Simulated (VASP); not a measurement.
An input for Quantum ESPRESSO's pw.x (written as the equivalent of a VASP run, and not itself run):

```
&CONTROL
  calculation = 'scf'
  pseudo_dir = './pseudo'
  outdir = './out'
  tprnfor = .true.
  tstress = .true.
/
&SYSTEM
  ibrav = 0
  nat = 3
  ntyp = 2
  ecutwfc = 84
  occupations = 'smearing'
  smearing = 'gaussian'
  degauss = 0.003675
  input_dft = 'pbesol'
/
&ELECTRONS
  conv_thr = 7.3e-09
  electron_maxstep = 100
/
ATOMIC_SPECIES
  O 15.999 O.upf
  Li 6.940 Li.upf
CELL_PARAMETERS angstrom
     3.0779146    0.0000001    0.0000000
    -1.5389567    2.6655517    0.0000000
     0.0000000    0.0000000    3.7994157
ATOMIC_POSITIONS crystal
  O    0.0000000  0.0000000  0.0000000
  Li   0.3333330  0.6666670  0.1798806
  Li   0.6666670  0.3333330  0.8201194
K_POINTS automatic
  8 8 6 0 0 0
```

### Question
Translate this input to VASP (INCAR, KPOINTS, POSCAR, choice of POTCAR).

### Answer
Several could match; the one computed here: 
INCAR:
```
! general
SYSTEM  =  Li2O
PREC    =  Accurate
ENCUT   =  600
LREAL   =  .False.   ! projection in real space or not
LASPH   =  .True.   ! aspherical one-centre terms

! electronic loop
EDIFF   =  1E-7   ! SCF stop (eV)
NELM    =  100   ! most electronic steps
ALGO    =  Normal   ! blocked Davidson

! smearing
ISMEAR  =  0
SIGMA   =  0.05   ! width (eV)

! functional
GGA     =  PS   ! PBEsol

! ions
ISIF    =  2   ! forces and stress, cell fixed

! output
LWAVE   =  .False.
LCHARG  =  .False.
```

**KPOINTS**
```
Automatic mesh
0
gamma
 8 8 6
```

**POSCAR**
```
Li2O
1.0
  3.0779145893   0.0000000770   0.0000000000
 -1.5389566622   2.6655516558   0.0000000000
  0.0000000000   0.0000000000   3.7994156550
O Li
1 2
Cartesian
  0.0000000000   0.0000000000   0.0000000000
 -0.0000011173   1.7770353514   0.6834412125
  1.5389590444   0.8885163814   3.1159744425
```

POTCAR, in this order: O Li_sv (PBE.64 set). Program: vasp_std.

What does not carry over: the potentials are each code's own (VASP's PAW set, PseudoDojo norm-conserving files in pw.x), so ENCUT and ecutwfc are chosen apart and not converted; conv_thr bounds pw.x's estimated SCF error, while EDIFF bounds the energy change between steps.

The structure was generated: Li2O was put into the CdI2 type (P-3m1), which need not be its known phase. It was relaxed first, which changed the volume by +11 %.
